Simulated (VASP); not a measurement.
**LuHg (space group Pm-3m): computed properties**

These are PBEsol GGA, VASP's PBE PAW potentials (set 64) (plane waves; VASP 6.6.1) values and carry that method's errors.

space group: Pm-3m (221)
cell: a = b = c = 3.5850 Å, α = β = γ = 90.00°
volume per atom: 23.04 Å^3/atom
Hill bulk modulus: 83.8 GPa
Hill shear modulus: 31.0 GPa
Poisson's ratio: 0.335
band gap with spin-orbit coupling: none (metallic)
density: 13.53 g/cm³
optical Γ-point spectrum: 84 (×3) cm⁻¹
C11: 111 GPa
C12: 70.3 GPa
C44: 41.2 GPa

```cif
data_HgLu
_chemical_formula_sum 'Hg1 Lu1'
_space_group_name_H-M_alt 'Pm-3m'
_space_group_IT_number 221
_space_group_name_Hall '-P 4 2 3'
_cell_length_a 3.58504
_cell_length_b 3.58504
_cell_length_c 3.58504
_cell_angle_alpha 90.000
_cell_angle_beta 90.000
_cell_angle_gamma 90.000
loop_
_atom_site_label
_atom_site_type_symbol
_atom_site_symmetry_multiplicity
_atom_site_Wyckoff_symbol
_atom_site_fract_x
_atom_site_fract_y
_atom_site_fract_z
_atom_site_occupancy
Hg1 Hg 1 a 0.00000 0.00000 0.00000 1
Lu1 Lu 1 b 0.50000 0.50000 0.50000 1
```

The all-band solver leaves the empty bands unoptimised. Finite-difference elastic constants of metals are sensitive to mesh and smearing; shear constants can be off by tens of GPa. Unless said otherwise, spin-orbit coupling is left out, though it shifts the bands of the heavy elements here.

The structure comes from a measured LuHg entry (Pm-3m) of the Crystallography Open Database, whose conditions weren't checked. It was relaxed first. Symmetry was kept, so distortions that lower it aren't found. The electron count is odd and the run is not spin-polarised, which forces a metal.
